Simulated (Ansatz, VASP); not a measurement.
# H146C36O37 in two plane-wave programs, part 2 of 2

Aim: how closely do two programs agree when they are given the same cell, functional and k mesh? Of the first pair: The structure shown is the start of the Ansatz relaxation below; VASP solves that cell, so the two are compared at the walk's first step.

VASP 6.6.1 and Ansatz 0.2.0.

So far. Step 3 (VASP: single point, PBE with D3(BJ), start cell, pair 1): The run ends at a pressure of -0.10 GPa, with forces up to 2.8 eV/Å.

### Step 5. Ansatz: relaxation, PBE with D3(BJ)

Level of this step: Ansatz beside VASP: Kohn-Sham DFT, plane waves, PBE with D3(BJ) (Ansatz).

This run makes the geometry at which the two programs are then compared.

The structure compared here is the end of the Ansatz relaxation.

Input file input.yaml:

```yaml
crystal:
  lattice:
    - [13.38629, 0.0, 0.0]
    - [0.0, 13.38629, 0.0]
    - [0.0, 0.0, 13.38629]
  atoms:
    - { symbol: C, position: [0.96098, 0.27853, 0.56079] }
    - { symbol: C, position: [0.01545, 0.26457, 0.65605] }
    - { symbol: O, position: [0.11228, 0.3102, 0.64357] }
    - { symbol: C, position: [0.10959, 0.40695, 0.69222] }
    - { symbol: C, position: [0.20616, 0.4612, 0.67731] }
    - { symbol: H, position: [0.01103, 0.24703, 0.50103] }
    - { symbol: H, position: [0.95388, 0.35727, 0.5491] }
    - { symbol: H, position: [0.88916, 0.23917, 0.5688] }
    - { symbol: H, position: [0.98205, 0.28941, 0.72311] }
    - { symbol: H, position: [0.02841, 0.18322, 0.66858] }
    - { symbol: H, position: [0.04471, 0.45487, 0.66221] }
    - { symbol: H, position: [0.09525, 0.39421, 0.77427] }
    - { symbol: H, position: [0.20121, 0.53227, 0.71462] }
    - { symbol: H, position: [0.27376, 0.42378, 0.70562] }
    - { symbol: H, position: [0.22621, 0.4669, 0.59874] }
    - { symbol: C, position: [0.80499, 0.42047, 0.84511] }
    - { symbol: C, position: [0.75022, 0.4742, 0.7618] }
    - { symbol: O, position: [0.80515, 0.55112, 0.7165] }
    - { symbol: C, position: [0.74098, 0.62317, 0.66598] }
    - { symbol: C, position: [0.72241, 0.71127, 0.73458] }
    - { symbol: H, position: [0.76425, 0.36298, 0.87938] }
    - { symbol: H, position: [0.82441, 0.47441, 0.90385] }
    - { symbol: H, position: [0.87216, 0.38306, 0.82089] }
    - { symbol: H, position: [0.72798, 0.42034, 0.70893] }
    - { symbol: H, position: [0.68314, 0.50369, 0.78739] }
    - { symbol: H, position: [0.77917, 0.64836, 0.59936] }
    - { symbol: H, position: [0.67377, 0.58436, 0.64269] }
    - { symbol: H, position: [0.68436, 0.67652, 0.7999] }
    - { symbol: H, position: [0.79268, 0.73576, 0.76886] }
    - { symbol: H, position: [0.68062, 0.77536, 0.70823] }
[... 183 atom lines left out ...]
    - { symbol: O, position: [0.17207, 0.75423, 0.66697] }
    - { symbol: H, position: [0.16547, 0.82863, 0.66828] }
    - { symbol: H, position: [0.13503, 0.72493, 0.72485] }
    - { symbol: O, position: [0.23465, 0.27882, 0.04883] }
    - { symbol: H, position: [0.18051, 0.23967, 0.08224] }
    - { symbol: H, position: [0.26928, 0.32157, 0.09936] }
kpoints:
  mp_grid: { grid: [1, 1, 1] }
hamiltonian:
  xc: pbe
  dispersion: d3bj
scf:
  occupations: { method: gaussian, width: 0.05 }
output:
  forces: true
relax:
  f_tol: 0.06
  max_steps: 150
```

Started as:

```
$ ansatz run input.yaml --threads 4 --pin off --max-ram 8192MiB --backend cpu --events-out ev --progress --plain --runs-dir out
```

Numbers of over 12 decimals in the logs are rounded to 6 here.

Output:

```text
[...]
Crystal: 219 atoms, lattice volume = 2398.726 Å³
Basis set: ecut = 420 eV, 46897 PW (Γ), exchange–correlation on 180×180×180 points (8 copies of the dense FFT grid, shifted against one another)
Bands: 475, of which v1, the nominal top of the filled ones, is band 256 counted from 1 (255 counted from 0)
Symmetry: 1 space group operations
[...]
k-points: 1
[...]
- { symbol: O, position: [0.092008, 0.607636, 0.870044] }
[...]
- { symbol: O, position: [0.183154, 0.000349746, 0.444500] }
[...]
- { symbol: O, position: [0.154286, 0.991000, 0.648895] }
[...]
- { symbol: O, position: [0.168872, 0.785882, 0.648324] }
    - { symbol: H, position: [0.168487, 0.858815, 0.662088] }
    - { symbol: H, position: [0.106995, 0.758066, 0.677627] }
    - { symbol: O, position: [0.204106, 0.288950, 0.029904] }
    - { symbol: H, position: [0.159153, 0.249015, 0.073167] }
    - { symbol: H, position: [0.249800, 0.320879, 0.080153] }
```

### Step 6. VASP: single point, PBE with D3(BJ), relaxed cell, pair 2

The same cell, functional, mesh and smearing now go to VASP, with its own data sets.

Input file INCAR:

```
SYSTEM = H146C36O37
PREC = Accurate
ENCUT = 520
EDIFF = 1E-06
NELM = 120
ISMEAR = 0
SIGMA = 0.05
LREAL = Auto
ALGO = Normal
GGA = PE
IVDW = 12
NBANDS = 409
LORBIT = 11
LWAVE = .FALSE.
LCHARG = .FALSE.
ISIF = 2
LASPH = .TRUE.
GGA_COMPAT = .FALSE.
EFERMI = MIDGAP
```

Input file POSCAR:

```
H146C36O37
1.0
   13.3862900000      0.0000000000      0.0000000000
    0.0000000000     13.3862900000      0.0000000000
    0.0000000000      0.0000000000     13.3862900000
C O H
36 37 146
Direct
    0.9743600000      0.2653100000      0.5102200000
    0.0201400000      0.2522900000      0.6132800000
    0.0957900000      0.4111100000      0.6488900000
    0.1920000000      0.4684200000      0.6351300000
    0.8307100000      0.4916200000      0.8217200000
    0.7517500000      0.5674500000      0.7928700000
    0.7181000000      0.6771100000      0.6548100000
    0.6504200000      0.7525400000      0.7062300000
    0.8449300000      0.8990400000      0.5082900000
    0.9006500000      0.9921100000      0.5415500000
    0.8872400000      0.9537000000      0.7192200000
    0.8036500000      0.0273100000      0.7414000000
    0.1436800000      0.9161400000      0.1958400000
    0.1553800000      0.9382400000      0.0857200000
    0.0894400000      0.0356500000      0.9521700000
    0.0074500000      0.1085300000      0.9249100000
    0.8583300000      0.6828100000      0.0540100000
    0.9470500000      0.6602800000      0.1205600000
    0.0961100000      0.5593200000      0.1255000000
    0.1685100000      0.6380400000      0.1638300000
    0.7887200000      0.3641500000      0.1072800000
    0.8783600000      0.3508600000      0.1757800000
    0.8412600000      0.1940900000      0.2562100000
    0.8849800000      0.0911800000      0.2735500000
    0.4288000000      0.9705900000      0.7286800000
    0.3702300000      0.9298500000      0.8163800000
    0.3431600000      0.7848600000      0.9155300000
    0.3778800000      0.6787900000      0.9328800000
    0.6461700000      0.3909100000      0.3623000000
    0.6835300000      0.3902200000      0.4689400000
[... 183 atom lines left out ...]
    0.1776800000      0.0499900000      0.6893100000
    0.0804900000      0.9937100000      0.6493600000
    0.1684900000      0.8588100000      0.6620900000
    0.1069900000      0.7580700000      0.6776300000
    0.1591500000      0.2490200000      0.0731700000
    0.2498000000      0.3208800000      0.0801500000
```

Input file KPOINTS:

```
Automatic mesh
0
Gamma
1 1 1
0 0 0
```

The projector-augmented-wave data sets are C, O and H (PBE family, release 64).

Started as:

```
$ export OMP_NUM_THREADS=3
$ mpirun -np 1 vasp_gam
```

Output:

```text
[... set-up lines as in an earlier step ...]
 entering main loop
       N       E                     dE             d eps       ncg     rms          rms(c)
DAV:   1     0.372450849699E+04    0.37245E+04   -0.25779E+05   842   0.113E+03
DAV:   2    -0.757457904368E+03   -0.44820E+04   -0.42559E+04  1035   0.275E+02
DAV:   3    -0.122983606785E+04   -0.47238E+03   -0.46873E+03  1036   0.916E+01
DAV:   4    -0.124027494082E+04   -0.10439E+02   -0.10404E+02  1036   0.153E+01
[...]
DAV:  19    -0.113087547474E+04    0.58628E-05   -0.98488E-06   980   0.778E-03    0.407E-03
DAV:  20    -0.113087547285E+04    0.18907E-05   -0.61445E-06   964   0.526E-03    0.351E-03
DAV:  21    -0.113087547243E+04    0.41727E-06   -0.94535E-07   748   0.290E-03
   1 F= -.11387467E+04 E0= -.11387467E+04  d E =0.000000E+00
```

OUTCAR, selected parts (step 6):

```text
  FREE ENERGIE OF THE ION-ELECTRON SYSTEM (eV)
  ---------------------------------------------------
  free  energy   TOTEN  =     -1138.7466921967 eV

  energy  without entropy=    -1138.7466921967  energy(sigma->0) =    -1138.74669220
```

The run ends at a pressure of -0.33 GPa, with forces up to 0.16 eV/Å.

### Step 7. Comparison

Compared:

| quantity | Ansatz | VASP | difference |
| --- | --- | --- | --- |
| gap on the k mesh (eV) | 4.669 | 4.663 | +0.006 |

Forces on 10 of the 219 atoms, those with the largest forces and the largest differences (eV/Å; atoms numbered as in POSCAR):

| atom | Ansatz x, y, z | VASP x, y, z |
| --- | --- | --- |
| C19 | -0.001, -0.028, 0.015 | 0.087, -0.093, 0.049 |
| C27 | 0.003, -0.008, -0.012 | -0.061, -0.064, 0.083 |
| O37 | 0.013, 0.005, -0.003 | 0.127, -0.042, -0.011 |
| O38 | -0.028, -0.026, 0.020 | 0.096, 0.001, 0.007 |
| O39 | 0.014, 0.042, 0.045 | 0.129, 0.062, 0.058 |
| O40 | -0.010, -0.001, 0.017 | -0.087, 0.052, 0.097 |
| O42 | 0.052, 0.023, 0.027 | 0.154, -0.026, -0.022 |
| O45 | 0.014, -0.030, -0.017 | 0.109, -0.108, 0.004 |
| H174 | 0.001, 0.013, 0.023 | -0.016, 0.102, 0.082 |
| H175 | -0.002, 0.006, 0.003 | 0.080, -0.098, -0.008 |

The forces differ by 43 meV/Å r.m.s., where the r.m.s. force is 0.009 eV/Å in Ansatz and 0.044 eV/Å in VASP: the atoms lie near their places of rest in Ansatz, so a percentage would say little (all taken over all components). A gap on the mesh is an upper bound, since the band edges may lie between its points.

### Step 8. Outcome

```
r.m.s. force difference (single point, PBE with D3(BJ), start cell, pair 1)   : 5.7 % of the r.m.s. force
r.m.s. force difference (single point, PBE with D3(BJ), relaxed cell, pair 2) : 43 meV/Å
```

In words: The r.m.s. force difference is 43 meV/Å (single point, PBE with D3(BJ), relaxed cell, pair 2), beyond the 12 meV/Å picked in this series as the mark of a large difference. What causes the difference of the single point, PBE with D3(BJ), start cell, pair 1 pair stays open here. What causes the difference of the single point, PBE with D3(BJ), relaxed cell, pair 2 pair stays open here. Such differences can come from data sets, numerical settings and the points named under the comparisons, not from the functional's error against experiment.

[Lines on the potential files, build, host, timing and source positions are cut from VASP's logs without a mark.]

[Logs are printed without paths, hosts, clocks, repeated set-up lines and the standing remarks that a program may print on its own settings, such as how far it seeks lower states.]

[Hosts, paths, dates, database ids (printed as entryN), source tags and the programs' standing remarks are cut or masked in the printed files.]
